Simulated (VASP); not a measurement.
Method: LDA (Ceperley-Alder, Perdew-Zunger), VASP's LDA PAW potentials (set 64) (plane waves; VASP 6.6.1).

VASP input:

INCAR:
```
! general
SYSTEM  = MnSi
PREC    = Accurate
ENCUT   = 400
LREAL   = .FALSE.
LASPH   = .TRUE.

! electronic loop
EDIFF   = 1E-6
NELM    = 100
ALGO    = Normal
LMAXMIX = 4

! smearing
ISMEAR  = 1
SIGMA   = 0.1

! spin
ISPIN   = 2
MAGMOM  = 4*1.2 4*0.0

! ions
IBRION  = 2
NSW     = 60
ISIF    = 3
EDIFFG  = -0.02

! output
LWAVE   = .FALSE.
LCHARG  = .FALSE.
LORBIT  = 10
```

File KPOINTS:
```
Automatic mesh
0
Gamma
6 6 6
0 0 0
```

### POSCAR
```
MnSi
1
    4.4174346087     0.0000000000    -0.0000000000
    0.0000000000     4.4174346087     0.0000000000
    0.0000000000    -0.0000000000     4.4174346087
Mn Si
4 4
Direct
  0.8619326913   0.6380673087   0.3619326913
  0.3619326913   0.8619326913   0.6380673087
  0.1380673087   0.1380673087   0.1380673087
  0.6380673087   0.3619326913   0.8619326913
  0.1543336713   0.3456663287   0.6543336713
  0.6543336713   0.1543336713   0.3456663287
  0.8456663287   0.8456663287   0.8456663287
  0.3456663287   0.6543336713   0.1543336713
```

POTCAR, in this order: Mn_pv Si (LDA.64 set). Program: vasp_std.

The run wrote:

### OSZICAR
```
       N       E                     dE             d eps       ncg     rms          rms(c)
DAV:   1     0.724969806810E+03    0.72497E+03   -0.31539E+04  4088   0.164E+03
DAV:   2    -0.146895696890E+02   -0.73966E+03   -0.71740E+03  4032   0.511E+02
DAV:   3    -0.756761719139E+02   -0.60987E+02   -0.58793E+02  4730   0.153E+02
DAV:   4    -0.774001197166E+02   -0.17239E+01   -0.17111E+01  4792   0.260E+01
DAV:   5    -0.774348266266E+02   -0.34707E-01   -0.34673E-01  4752   0.398E+00    0.381E+01
DAV:   6    -0.776804971637E+02   -0.24567E+00   -0.19335E+02  4910   0.968E+01    0.271E+01
DAV:   7    -0.689630922962E+02    0.87174E+01   -0.71535E+01  4316   0.605E+01    0.942E+00
DAV:   8    -0.688461102626E+02    0.11698E+00   -0.31585E+00  4262   0.915E+00    0.262E+00
DAV:   9    -0.687835704633E+02    0.62540E-01   -0.26371E-01  4956   0.338E+00    0.103E+00
DAV:  10    -0.687785558230E+02    0.50146E-02   -0.81512E-03  4404   0.671E-01    0.557E-01
DAV:  11    -0.687766211059E+02    0.19347E-02   -0.28314E-03  4604   0.274E-01    0.106E-01
DAV:  12    -0.687766055089E+02    0.15597E-04   -0.17075E-04  4762   0.829E-02    0.616E-02
DAV:  13    -0.687766070324E+02   -0.15235E-05   -0.21073E-05  4322   0.332E-02    0.283E-02
DAV:  14    -0.687766073610E+02   -0.32855E-06   -0.16979E-06  2420   0.101E-02
   1 F= -.68776607E+02 E0= -.68777645E+02  d E =-.687766E+02  mag=     2.3969
       N       E                     dE             d eps       ncg     rms          rms(c)
DAV:   1    -0.688792293565E+02   -0.10262E+00   -0.16920E+00  4148   0.150E+01    0.318E+00
DAV:   2    -0.688853241905E+02   -0.60948E-02   -0.22385E+00  4562   0.110E+01    0.293E+00
DAV:   3    -0.687780413432E+02    0.10728E+00   -0.62383E-01  4562   0.588E+00    0.412E-01
DAV:   4    -0.687773739313E+02    0.66741E-03   -0.20604E-02  4600   0.688E-01    0.275E-01
DAV:   5    -0.687767534118E+02    0.62052E-03   -0.18955E-03  4440   0.363E-01    0.860E-02
DAV:   6    -0.687767266625E+02    0.26749E-04   -0.15729E-04  4650   0.774E-02    0.515E-02
DAV:   7    -0.687767195139E+02    0.71486E-05   -0.27029E-05  4292   0.341E-02    0.833E-03
DAV:   8    -0.687767191978E+02    0.31609E-06   -0.29896E-06  3454   0.910E-03
   2 F= -.68776719E+02 E0= -.68777712E+02  d E =-.111837E-03  mag=     2.4480
       N       E                     dE             d eps       ncg     rms          rms(c)
DAV:   1    -0.688010070950E+02   -0.24288E-01   -0.38530E-01  4134   0.715E+00    0.152E+00
DAV:   2    -0.688010812518E+02   -0.74157E-04   -0.49043E-01  4506   0.514E+00    0.136E+00
DAV:   3    -0.687781006652E+02    0.22981E-01   -0.13685E-01  4506   0.279E+00    0.205E-01
DAV:   4    -0.687779065884E+02    0.19408E-03   -0.47437E-03  4518   0.332E-01    0.125E-01
DAV:   5    -0.687777913512E+02    0.11524E-03   -0.40060E-04  4440   0.166E-01    0.470E-02
DAV:   6    -0.687777850217E+02    0.63295E-05   -0.31157E-05  4340   0.351E-02    0.294E-02
DAV:   7    -0.687777830178E+02    0.20039E-05   -0.77527E-06  3856   0.157E-02    0.375E-03
DAV:   8    -0.687777830402E+02   -0.22357E-07   -0.37488E-07  2114   0.504E-03
   3 F= -.68777783E+02 E0= -.68778796E+02  d E =-.117568E-02  mag=     2.4243
       N       E                     dE             d eps       ncg     rms          rms(c)
DAV:   1    -0.687778192386E+02   -0.36221E-04   -0.60772E-04  4154   0.284E-01    0.602E-02
DAV:   2    -0.687778200133E+02   -0.77468E-06   -0.77539E-04  4520   0.205E-01    0.541E-02
DAV:   3    -0.687777835393E+02    0.36474E-04   -0.21494E-04  4522   0.110E-01    0.800E-03
DAV:   4    -0.687777833187E+02    0.22065E-06   -0.73027E-06  3774   0.130E-02
   4 F= -.68777783E+02 E0= -.68778797E+02  d E =-.117596E-02  mag=     2.4230
       N       E                     dE             d eps       ncg     rms          rms(c)
DAV:   1    -0.687838652358E+02   -0.60817E-02   -0.10551E-01  4132   0.375E+00    0.797E-01
DAV:   2    -0.687838967696E+02   -0.31534E-04   -0.13504E-01  4504   0.270E+00    0.714E-01
DAV:   3    -0.687775656917E+02    0.63311E-02   -0.37518E-02  4504   0.146E+00    0.106E-01
DAV:   4    -0.687775154573E+02    0.50234E-04   -0.13010E-03  4516   0.173E-01    0.660E-02
DAV:   5    -0.687774826816E+02    0.32776E-04   -0.11073E-04  4458   0.876E-02    0.241E-02
DAV:   6    -0.687774808837E+02    0.17979E-05   -0.86194E-06  3882   0.184E-02    0.153E-02
DAV:   7    -0.687774803228E+02    0.56093E-06   -0.20020E-06  2448   0.854E-03
   5 F= -.68777480E+02 E0= -.68778505E+02  d E =-.872962E-03  mag=     2.4105
       N       E                     dE             d eps       ncg     rms          rms(c)
DAV:   1    -0.687829824828E+02   -0.55016E-02   -0.86125E-02  4142   0.338E+00    0.719E-01
DAV:   2    -0.687831020555E+02   -0.11957E-03   -0.11122E-01  4512   0.245E+00    0.649E-01
DAV:   3    -0.687778459570E+02    0.52561E-02   -0.30815E-02  4512   0.132E+00    0.944E-02
DAV:   4    -0.687778105234E+02    0.35434E-04   -0.10892E-03  4544   0.157E-01    0.613E-02
DAV:   5    -0.687777804364E+02    0.30087E-04   -0.94030E-05  4446   0.811E-02    0.209E-02
DAV:   6    -0.687777788670E+02    0.15693E-05   -0.76288E-06  3884   0.171E-02    0.132E-02
DAV:   7    -0.687777783931E+02    0.47394E-06   -0.14688E-06  2144   0.753E-03
   6 F= -.68777778E+02 E0= -.68778793E+02  d E =-.117103E-02  mag=     2.4217
       N       E                     dE             d eps       ncg     rms          rms(c)
DAV:   1    -0.687778041920E+02   -0.25325E-04   -0.36897E-04  4128   0.223E-01    0.472E-02
DAV:   2    -0.687778045913E+02   -0.39928E-06   -0.47528E-04  4524   0.160E-01    0.424E-02
DAV:   3    -0.687777822200E+02    0.22371E-04   -0.13225E-04  4522   0.865E-02    0.638E-03
DAV:   4    -0.687777820632E+02    0.15674E-06   -0.44867E-06  3618   0.102E-02
   7 F= -.68777782E+02 E0= -.68778796E+02  d E =-.117470E-02  mag=     2.4227
       N       E                     dE             d eps       ncg     rms          rms(c)
DAV:   1    -0.687761864012E+02    0.15958E-02   -0.89792E-02  5298   0.683E+00    0.116E-01
DAV:   2    -0.687779722752E+02   -0.17859E-02   -0.17919E-02  4052   0.909E-01    0.620E-02
DAV:   3    -0.687780033097E+02   -0.31034E-04   -0.45604E-04  5234   0.155E-01    0.398E-02
DAV:   4    -0.687779985931E+02    0.47165E-05   -0.27378E-05  4740   0.408E-02    0.290E-02
DAV:   5    -0.687779937870E+02    0.48061E-05   -0.94932E-06  5126   0.475E-02    0.847E-03
DAV:   6    -0.687779935983E+02    0.18868E-06   -0.26777E-06  2778   0.137E-02
   8 F= -.68777994E+02 E0= -.68779000E+02  d E =-.211535E-03  mag=     2.4250
```

File OUTCAR:
```
------------------------ aborting loop because EDIFF is reached ----------------------------------------
  FORCE on cell =-STRESS in cart. coord.  units (eV):
  Direction    XX          YY          ZZ          XY          YZ          ZX
  --------------------------------------------------------------------------------------
  Total        0.0102109      0.0102109      0.0102109      0.0000000      0.0000000      0.0000000
  in kB        0.1890318      0.1890318      0.1890318      0.0000000      0.0000000      0.0000000
  external PRESSURE =       0.1890318 kB  Pullay stress =       0.0000000 kB
  volume of cell :       86.54
      direct lattice vectors                 reciprocal lattice vectors
     4.423295823 -0.000000000  0.000000000     0.226075768  0.000000000  0.000000000
     0.000000000  4.423295823  0.000000000     0.000000000  0.226075768  0.000000000
     0.000000000 -0.000000000  4.423295823    -0.000000000 -0.000000000  0.226075768
 POSITION                                       TOTAL-FORCE (eV/Angst)
 -----------------------------------------------------------------------------------
      3.81431      2.82064      1.60266         0.006306     -0.006306      0.006306
      1.60266      3.81431      2.82064         0.006306      0.006306     -0.006306
      0.60899      0.60899      0.60899        -0.006306     -0.006306     -0.006306
      2.82064      1.60266      3.81431        -0.006306      0.006306      0.006306
      0.68308      1.52856      2.89473         0.003868     -0.003868      0.003868
      2.89473      0.68308      1.52856         0.003868      0.003868     -0.003868
      3.74021      3.74021      3.74021        -0.003868     -0.003868     -0.003868
      1.52856      2.89473      0.68308        -0.003868      0.003868      0.003868
 -----------------------------------------------------------------------------------
    total drift:                               -0.000001      0.000001      0.000000
  FREE ENERGIE OF THE ION-ELECTRON SYSTEM (eV)
  ---------------------------------------------------
  free  energy   TOTEN  =       -68.7779935983 eV

  energy  without entropy=      -68.7810124104  energy(sigma->0) =      -68.77899987

 total charge

# of ion       s       p       d       tot
------------------------------------------
    1        0.357   6.427   5.390  12.174
    2        0.357   6.427   5.390  12.174
    3        0.357   6.427   5.390  12.174
    4        0.357   6.427   5.390  12.174
    5        0.752   0.951   0.000   1.703
    6        0.752   0.951   0.000   1.703
    7        0.752   0.951   0.000   1.703
    8        0.752   0.951   0.000   1.703
--------------------------------------------------
tot          4.435  29.514  21.560  55.509

 magnetization (x)

# of ion       s       p       d       tot
------------------------------------------
    1       -0.000   0.003   0.620   0.623
    2       -0.000   0.003   0.620   0.623
    3       -0.000   0.003   0.620   0.623
    4       -0.000   0.003   0.620   0.623
    5       -0.006  -0.016   0.000  -0.022
    6       -0.006  -0.016   0.000  -0.022
    7       -0.006  -0.016   0.000  -0.022
    8       -0.006  -0.016   0.000  -0.022
--------------------------------------------------
tot         -0.024  -0.053   2.481   2.404

 reached required accuracy - stopping structural energy minimisation
```
(Selected blocks of OUTCAR.)

File CONTCAR:
```
MnSi
   1.00000000000000
     4.4232958231740414   -0.0000000000000000    0.0000000000000000
     0.0000000000000000    4.4232958231740414    0.0000000000000000
     0.0000000000000000   -0.0000000000000000    4.4232958231740414
  Mn              Si
     4     4
Direct
     0.8623221600478664    0.6376778399521336    0.3623221600478663
     0.3623221600478663    0.8623221600478664    0.6376778399521336
     0.1376778399521338    0.1376778399521338    0.1376778399521338
     0.6376778399521336    0.3623221600478663    0.8623221600478664
     0.1544285829603869    0.3455714170396131    0.6544285829603870
     0.6544285829603870    0.1544285829603869    0.3455714170396131
     0.8455714170396130    0.8455714170396130    0.8455714170396130
     0.3455714170396131    0.6544285829603870    0.1544285829603869
```

The moments were started parallel, and other spin orders were not tried in this run.

The compound is MnSi in the B20 structure. This run relaxes it. Symmetry was kept, so distortions that lower it aren't found. The start is the result of an earlier pass.
